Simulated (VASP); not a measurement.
A run of VASP 6.6.1:

File POSCAR:

```
Be2Si
1.0
   -0.0133825000      2.7053148500      2.6947941300
    2.6540671100     -0.0166478600      2.6980594900
    2.6333845300      2.6878986100      0.0040347300
Be Si
2 1
Direct
    0.2529100000      0.2462900000      0.2516380000
    0.7388990000      0.7475140000      0.7710830000
    0.0046960000      0.0000230000      0.0031700000
```

The input INCAR.step1:

```
ALGO = Normal
EDIFF = 1E-4
ENCUT = 520
GGA = PE
ISMEAR = -5
LASPH = True
LCHARG = False
LREAL = False
LWAVE = True
NBANDS = 11
NELM = 100
PREC = Accurate
SIGMA = 0.1
```

Contents of INCAR.step2:

```
ALGO = Normal
EDIFF = 1E-6
ENCUT = 520
ISIF = 2
ISMEAR = -1
ISTART = 1
LASPH = True
LCHARG = False
LMIXTAU = True
LORBIT = 11
LREAL = False
LWAVE = False
METAGGA = R2SCAN
NBANDS = 11
NELM = 100
PREC = Accurate
SIGMA = 0.1
```

Contents of KPOINTS:

```
Automatic mesh
0
Gamma
  6 6 6
  0 0 0.5
```

Potentials or basis: VASP PAW PBE potentials, release 64 (Be, Si).

Run with:

```console
$ cat potpaw_PBE.64/Be/POTCAR potpaw_PBE.64/Si/POTCAR > POTCAR
$ cp INCAR.step1 INCAR
$ mpirun -np 1 vasp_std > vasp.out
$ cp INCAR.step2 INCAR
$ mpirun -np 1 vasp_std > vasp.out
```

Hardware: 1 thread of Intel(R) Xeon(R) 6975P-C (Granite Rapids), with other jobs on the host.

Question: How long does it take, and how much memory?

Answer: Run time: 54 s on 1 thread of Intel(R) Xeon(R) 6975P-C (Granite Rapids), with other jobs on the host, peak memory 0.18 GiB. Counts: scf iterations 8, k points 108.
